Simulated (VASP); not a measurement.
Energy against volume of HgTe (zinc blende). Method: r2SCAN+rVV10, VASP's PBE PAW potentials (set 64) (plane waves; VASP). Run with 520 eV cut-off, 10×10×10 Γ-centred mesh, first-order Methfessel-Paxton smearing of 0.10 eV, potentials Hg Te.

```json
[
 {"V (Å³/atom)": "32.877", "E (eV/atom)": "-37.29515"},
 {"V (Å³/atom)": "33.927", "E (eV/atom)": "-37.30977"},
 {"V (Å³/atom)": "34.976", "E (eV/atom)": "-37.31429"},
 {"V (Å³/atom)": "36.025", "E (eV/atom)": "-37.31041"}
]
```

Q: Fit these four points and predict the energy of the run at 37.074 Å³/atom.

A: A cubic in V^(−2/3), the third-order Birch-Murnaghan form, passes through the four points with V0 = 34.98 Å³/atom and B0 = 43 GPa, and gives -37.2995 eV/atom there. The run gave -37.2995 eV/atom, +0.0 meV/atom from the fit; all five points give B0 = 43 GPa.

The compound is HgTe in the zinc blende structure. It was relaxed first.
